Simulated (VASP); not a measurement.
An input for Quantum ESPRESSO's pw.x (written as the equivalent of a VASP run, and not itself run):

```
&CONTROL
  calculation = 'vc-relax'
  pseudo_dir = './pseudo'
  outdir = './out'
  tprnfor = .true.
  tstress = .true.
  nstep = 40
  forc_conv_thr = 0.00078
/
&SYSTEM
  ibrav = 0
  nat = 2
  ntyp = 2
  ecutwfc = 102
  occupations = 'smearing'
  smearing = 'methfessel-paxton'
  degauss = 0.00735
  input_dft = 'pz'
/
&ELECTRONS
  conv_thr = 7.3e-08
  electron_maxstep = 100
/
&IONS
/
&CELL
  press = 300
/
ATOMIC_SPECIES
  Cd 112.414 Cd.upf
  O 15.999 O.upf
CELL_PARAMETERS angstrom
    -0.0000000    2.2256005    2.2256005
     2.2256005   -0.0000000    2.2256005
     2.2256005    2.2256005   -0.0000000
ATOMIC_POSITIONS crystal
  Cd   0.0000000  0.0000000  0.0000000
  O    0.5000000  0.5000000  0.5000000
K_POINTS automatic
  14 14 14 0 0 0
```

Write the VASP files for the same calculation (LDA).

Several could match; the one computed here: 
### INCAR
```
! general
SYSTEM  = CdO
PREC    = Accurate
ENCUT   = 620
LREAL   = F
LASPH   = T

! electronic loop
EDIFF   = 1E-6
NELM    = 100
ALGO    = Normal
LMAXMIX = 4

! smearing
ISMEAR  = 1
SIGMA   = 0.1

! ions
IBRION  = 2
NSW     = 40
ISIF    = 3
EDIFFG  = -0.02
PSTRESS = 300

! output
LWAVE   = F
LCHARG  = F
```

File POSCAR:
```
CdO
1
   -0.0000000000     2.2256004705     2.2256004705
    2.2256004705    -0.0000000000     2.2256004705
    2.2256004705     2.2256004705    -0.0000000000
Cd O
1 1
Direct
  0.0000000000   0.0000000000   0.0000000000
  0.5000000000   0.5000000000   0.5000000000
```

KPOINTS:
```
K-points
0
Gamma
  14 14 14
0 0 0
```

POTCAR, in this order: Cd O (LDA.64 set). Program: vasp_std.

What does not carry over: the potentials are each code's own (VASP's PAW set, PseudoDojo norm-conserving files in pw.x), so ENCUT and ecutwfc are chosen apart and not converted; conv_thr bounds pw.x's estimated SCF error, while EDIFF bounds the energy change between steps; forc_conv_thr acts on force components and is met together with etot_conv_thr.

The compound is CdO in the rock salt structure. It was relaxed first under an external pressure of 30 GPa.
